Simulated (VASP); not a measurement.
## MgCd2Te3: relaxation of cell and atoms with PBE

MgCd2Te3:

```
Mg Cd Te
1.0
     2.98323    1.72237    6.38747
    -2.98323    1.72237    6.38747
     0.00000   -3.44473    6.38747
Mg Cd Te
1 2 3
Cartesian
  0.0000 0.0000 0.0000
  0.0000 0.0000 2.9151
  0.0000 0.0000 16.2473
  0.0000 0.0000 9.5812
  0.0000 0.0000 13.8260
  0.0000 0.0000 5.3364
```

The cell was built by a generator and needn't be a form met in nature.

* Program: VASP 6.6.1
* Task: relaxation of cell and atoms
* Functional: PBE
* Potentials or basis: VASP PAW PBE potentials, release 64 (Mg, Cd, Te)
* Cutoff: 520 eV
* k mesh: 3 × 3 × 3
* Occupations: gaussian, width 0.15 eV
* Spin: no spin polarisation
* Further INCAR settings: PREC = Normal; ALGO = Fast; EDIFF = 0.0001; IBRION = 2; EDIFFG = -0.08; NSW = 24; ISIF = 3

```json
{
  "Relaxed volume": "28.21 Å³/atom",
  "Relaxed cell": "a = 10.096 Å, b = 10.096 Å, c = 10.096 Å, α = 25.61°, β = 25.61°, γ = 25.61°",
  "Space group after relaxing (to 0.05 Å)": "R-3m (No. 166)",
  "Energy gained by relaxing": "705.9 meV/atom",
  "Ionic steps": "23",
  "Pressure after relaxing": "0.2 GPa",
  "Largest force after relaxing": "0.047 eV/Å",
  "Band gap on the k mesh": "0.01 eV, direct"
}
```

Forces in eV/Å, atoms in the order of the input:
```
Mg   0.000  0.000  0.000
Cd   0.000  0.000  0.005
Cd   0.000  0.000 -0.005
Te   0.000  0.000  0.000
Te   0.000  0.000 -0.047
Te   0.000  0.000  0.047
```

Stress tensor (GPa, compression positive):
```
0.36 0.00 0.00
0.00 0.36 0.00
0.00 0.00 0.04
```

Step by step:
```tsv
step	energy change (eV)	largest force (eV/Å)	pressure (GPa)	volume (Å³)
1	0.0000	3.7793	1.89	196.92
2	-1.6584	0.3069	-5.30	206.06
3	-1.6697	0.3240	-5.33	206.35
4	-2.7435	0.2753	-1.55	175.46
5	-2.8268	0.3565	0.98	166.76
6	-2.9127	0.4287	0.98	167.66
7	-3.0284	0.6941	1.55	169.13
8	-2.9819	1.2947	3.19	170.25
9	-3.0605	0.9491	2.08	169.92
10	-3.1229	0.9115	1.36	173.15
11	-3.2219	0.8356	-0.96	182.95
12	-3.2259	0.8065	-1.36	184.74
13	-3.2916	0.8183	-1.39	184.22
14	-3.5079	0.8584	-1.68	182.61
15	-3.9753	0.6616	-2.02	179.19
16	-3.6032	1.5111	1.39	171.63
17	-4.1501	0.2645	-1.65	177.04
18	-4.1615	0.3649	-1.23	176.21
19	-4.1688	0.4132	1.75	164.90
20	-4.1979	0.3874	0.46	170.22
21	-4.2279	0.1939	-0.07	170.92
22	-4.2302	0.1286	-0.26	171.15
23	-4.2353	0.0474	0.25	169.26
```

Final structure:
```
Mg Cd Te
1.0
     2.23745    1.29179    9.75999
    -2.23745    1.29179    9.75999
     0.00000   -2.58358    9.75999
Mg Cd Te
1 2 3
Direct
  0.00000 0.00000 0.00000
  0.11000 0.11000 0.11000
  0.89000 0.89000 0.89000
  0.50000 0.50000 0.50000
  0.71885 0.71885 0.71885
  0.28115 0.28115 0.28115
```

Levels at points of the mesh, in eV from the valence-band top:
| k point | band 19 | band 20 | band 21 | band 22 | band 23 | band 24 | band 25 | band 26 |
| --- | --- | --- | --- | --- | --- | --- | --- | --- |
| (0.00, 0.00, 0.00) | -1.00 | -0.64 | -0.64 | 0.00 | 0.01 | 1.80 | 1.93 | 3.53 |

Run time: 7 min on 1 thread of Intel(R) Xeon(R) Platinum 8488C (Sapphire Rapids) (shared host), peak memory 0.27 GiB.

Caveat: spin-orbit coupling is left out, which moves the levels of the heavy elements; an odd mesh through Γ misses points on the zone boundary, where band edges often lie.
